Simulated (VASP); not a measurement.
The system is W.

```
W
1.0
    -1.58234    1.58234    1.58234
     1.58234   -1.58234    1.58234
     1.58234    1.58234   -1.58234
W
1
Direct
  0.00000 0.00000 0.00000
```

Base run:

```yaml
Program: VASP 6.6.1
Functional: PBE
Potentials_or_basis: VASP PAW PBE potentials, release 64 (W_sv)
Cutoff: 520 eV
k_mesh: 14 × 14 × 14
Occupations: gaussian, width 0.1 eV
Spin: no spin polarisation
```

Its results: band gap on the k mesh none (metal or under the smearing width); pressure 6.6 GPa.

**Question.** The run is repeated on the same cell with these changes: k mesh from 14 × 14 × 14 to 16 × 16 × 16. What comes out?

**Answer.** Band gap on the k mesh none (metal or under the smearing width); pressure 5.9 GPa.
